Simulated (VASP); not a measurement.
All values below come from r2SCAN+rVV10, VASP's PBE PAW potentials (set 64) (plane waves; VASP).

VASP ran on this input.

**KPOINTS_OPT**
```
k-points along high-symmetry lines
10
Line-mode
Reciprocal
  0.000000   0.000000   0.000000 ! GAMMA
  0.500000  -0.500000   0.500000 ! H

  0.500000  -0.500000   0.500000 ! H
  0.000000   0.000000   0.500000 ! N

  0.000000   0.000000   0.500000 ! N
  0.000000   0.000000   0.000000 ! GAMMA

  0.000000   0.000000   0.000000 ! GAMMA
  0.250000   0.250000   0.250000 ! P

  0.250000   0.250000   0.250000 ! P
  0.500000  -0.500000   0.500000 ! H

  0.250000   0.250000   0.250000 ! P
  0.000000   0.000000   0.500000 ! N
```

### INCAR
```
SYSTEM=W
PREC=Accurate; ENCUT=520; LREAL=F
LASPH=T
EDIFF=1E-7; NELM=100; ALGO=Normal
LMAXMIX=6; LMIXTAU=T
ISMEAR=-5
METAGGA=R2SCAN; LUSE_VDW=T; BPARAM=11.95
CPARAM=0.0093
ISIF=2
LWAVE=F; LCHARG=F; LORBIT=11
NEDOS=601
```

File KPOINTS:
```
Automatic mesh
0
Gamma
18 18 18
0 0 0
```

POSCAR:
```
W
1
   -1.5836857527     1.5836857527     1.5836857527
    1.5836857527    -1.5836857527     1.5836857527
    1.5836857527     1.5836857527    -1.5836857527
W
1
Direct
  0.0000000000   0.0000000000   0.0000000000
```

POTCAR, in this order: W_sv (PBE.64 set). Program: vasp_std.

Output

OSZICAR:
```
       N       E                     dE             d eps       ncg     rms          rms(c)
DAV:   1     0.384002951697E+02    0.38400E+02   -0.82112E+03  4314   0.149E+03
DAV:   2    -0.538173481083E+02   -0.92218E+02   -0.89182E+02  4586   0.344E+02
DAV:   3    -0.554294113536E+02   -0.16121E+01   -0.15983E+01  4909   0.454E+01
DAV:   4    -0.554382681078E+02   -0.88568E-02   -0.88837E-02  4614   0.361E+00
DAV:   5    -0.554383413768E+02   -0.73269E-04   -0.73320E-04  4869   0.336E-01    0.229E+01
DAV:   6    -0.505484421656E+02    0.48899E+01   -0.23488E+00  4473   0.224E+01    0.466E+00
DAV:   7    -0.512857232967E+02   -0.73728E+00   -0.17712E-01  4335   0.550E+00    0.284E+00
DAV:   8    -0.506272605287E+02    0.65846E+00   -0.49872E-01  4374   0.950E+00    0.332E+00
DAV:   9    -0.510829835259E+02   -0.45572E+00   -0.11242E-01  4557   0.361E+00    0.152E+00
DAV:  10    -0.511382603651E+02   -0.55277E-01   -0.16032E-02  4308   0.164E+00    0.679E-01
DAV:  11    -0.511398336969E+02   -0.15733E-02   -0.35681E-03  4626   0.804E-01    0.112E-01
DAV:  12    -0.511400077345E+02   -0.17404E-03   -0.22446E-04  4413   0.217E-01    0.659E-02
DAV:  13    -0.511399452860E+02    0.62449E-04   -0.77940E-05  4542   0.137E-01    0.427E-02
DAV:  14    -0.511399600480E+02   -0.14762E-04   -0.13591E-05  4428   0.504E-02    0.256E-02
DAV:  15    -0.511399567472E+02    0.33008E-05   -0.14423E-05  4599   0.543E-02    0.824E-03
DAV:  16    -0.511399661249E+02   -0.93777E-05   -0.24493E-06  4701   0.178E-02    0.253E-03
DAV:  17    -0.511399646784E+02    0.14464E-05   -0.46886E-07  4578   0.972E-03    0.794E-04
DAV:  18    -0.511399667283E+02   -0.20498E-05   -0.31033E-08  2220   0.227E-03    0.362E-04
DAV:  19    -0.511399655001E+02    0.12281E-05   -0.74106E-09  2184   0.133E-03    0.727E-05
DAV:  20    -0.511399659891E+02   -0.48892E-06   -0.97061E-10  2178   0.516E-04    0.121E-05
DAV:  21    -0.511399659024E+02    0.86640E-07   -0.10550E-10  2163   0.170E-04
   1 F= -.51139966E+02 E0= -.51139966E+02  d E =0.000000E+00
       N       E                     dE             ncg
```

**OUTCAR**
```
------------------------ aborting loop because EDIFF is reached ----------------------------------------
  FORCE on cell =-STRESS in cart. coord.  units (eV):
  Direction    XX          YY          ZZ          XY          YZ          ZX
  --------------------------------------------------------------------------------------
  Total        0.0309441      0.0309441      0.0309441      0.0000000      0.0000000     -0.0000000
  in kB        3.1204755      3.1204755      3.1204755      0.0000000      0.0000000     -0.0000000
  external PRESSURE =       3.1204755 kB  Pullay stress =       0.0000000 kB
  volume of cell :       15.89
      direct lattice vectors                 reciprocal lattice vectors
    -1.583685753  1.583685753  1.583685753     0.000000000  0.315719201  0.315719201
     1.583685753 -1.583685753  1.583685753     0.315719201  0.000000000  0.315719201
     1.583685753  1.583685753 -1.583685753     0.315719201  0.315719201  0.000000000
 POSITION                                       TOTAL-FORCE (eV/Angst)
 -----------------------------------------------------------------------------------
      0.00000      0.00000      0.00000         0.000000      0.000000     -0.000000
 -----------------------------------------------------------------------------------
    total drift:                                0.000000     -0.000000      0.000000
  FREE ENERGIE OF THE ION-ELECTRON SYSTEM (eV)
  ---------------------------------------------------
  free  energy   TOTEN  =       -51.1399659024 eV

  energy  without entropy=      -51.1399659024  energy(sigma->0) =      -51.13996590

 total charge

# of ion       s       p       d       tot
------------------------------------------
    1        2.393   6.359   3.311  12.063
```
(Selected blocks of OUTCAR.)

**OUTCAR**
```
 val. band max:       11.3689634476   @ k =   0.4444   0.0556   0.0000

 cond. band min:      11.2132804527   @ k =  -0.2778   0.3333   0.1667


 Fermi energy:        11.2659099891

 k-point     1 :       0.0000    0.0000    0.0000
  band No.  band energies     occupation
      1     -64.8622      2.00000
      2     -27.7242      2.00000
      3     -27.7242      2.00000
      4     -27.7242      2.00000
      5       1.1166      2.00000
      6       9.9690      2.00000
      7       9.9690      2.00000
      8       9.9690      2.00000
      9      13.8042      0.00000
     10      13.8042      0.00000
     11      26.4890      0.00000

 k-point     2 :       0.0556    0.0000    0.0000
  band No.  band energies     occupation
      1     -64.8578      2.00000
      2     -27.7689      2.00000
      3     -27.7381      2.00000
      4     -27.7245      2.00000
      5       1.2728      2.00000
      6       9.8724      2.00000
      7       9.9465      2.00000
      8      10.1189      2.00000
      9      13.6462      0.00000
     10      13.8035      0.00000
     11      26.6226      0.00000

 k-point     3 :       0.1111    0.0000    0.0000
  band No.  band energies     occupation
      1     -64.8449      2.00000
      2     -27.8960      2.00000
      3     -27.7775      2.00000
      4     -27.7251      2.00000
      5       1.7240      2.00000
      6       9.6058      2.00000
      7       9.8518      2.00000
      8      10.5635      2.04258
      9      13.3050      0.00000
     10      13.8095      0.00000
     11      26.9556      0.00000

 k-point     4 :       0.1667    0.0000    0.0000
  band No.  band energies     occupation
      1     -64.8250      2.00000
      2     -28.0869      2.00000
      3     -27.8376      2.00000
      4     -27.7261      2.00000
      5       2.4147      2.00000
      6       9.2255      2.00000
      7       9.6433      2.00000
      8      11.2873      0.79151
      9      13.0447      0.00000
...
```

For a metal the tetrahedron method with Blöchl corrections gives inexact stress and forces. Unless said otherwise, spin-orbit coupling is left out, though it shifts the bands of the heavy elements here.

The compound is W in the bcc structure. It was relaxed first.
